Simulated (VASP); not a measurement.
Data:

```xyz
4
Lattice="4.1064 0.0000 0.0000 0.0000 4.1064 0.0000 0.0000 0.0000 4.1064" Properties=species:S:1:pos:R:3 pbc="T T T"
Sc     0.0000     0.0000     0.0000
Al     0.0000     2.0532     2.0532
Al     2.0532     0.0000     2.0532
Al     2.0532     2.0532     0.0000
```

Method: PBE GGA, VASP's PBE PAW potentials (set 64) (plane waves; VASP 6.6.1). Settings: 500 eV cut-off, 8×8×8 Γ-centred mesh, first-order Methfessel-Paxton smearing of 0.10 eV, potentials Sc_sv Al.

Energy and stress use the plane-wave basis of the starting cell.

Question: The ions, cell shape and volume at an external pressure of 5.0 GPa are relaxed. Predict the relaxed structure.

Answer: 
```xyz
4
Lattice="4.0357 0.0000 0.0000 0.0000 4.0357 0.0000 0.0000 0.0000 4.0357" Properties=species:S:1:pos:R:3 pbc="T T T"
Sc     0.0000     0.0000     0.0000
Al     0.0000     2.0178     2.0178
Al     2.0178     0.0000     2.0178
Al     2.0178     2.0178     0.0000
```
Space group Pm-3m (221), at a tolerance of 0.03 Å.

Question: How do energy and volume change from the first to the last step?

Answer: The energy (σ→0) changes by +13.0 meV/atom and the volume by -5.1 %, in 3 ionic steps.

| step | E(σ→0) (eV) | max force (eV/Å) | pressure (GPa) | volume (Å³) |
|---|---|---|---|---|
| 1 | -19.2970 | 0.000 | -0.01 | 69.24 |
| 2 | -19.1732 | 0.000 | 8.10 | 63.96 |
| 3 | -19.2452 | 0.000 | 4.99 | 65.73 |

The compound is Al3Sc in the L1_2 structure. This run relaxes it under an external pressure of 5 GPa. Symmetry was kept, so distortions that lower it aren't found.
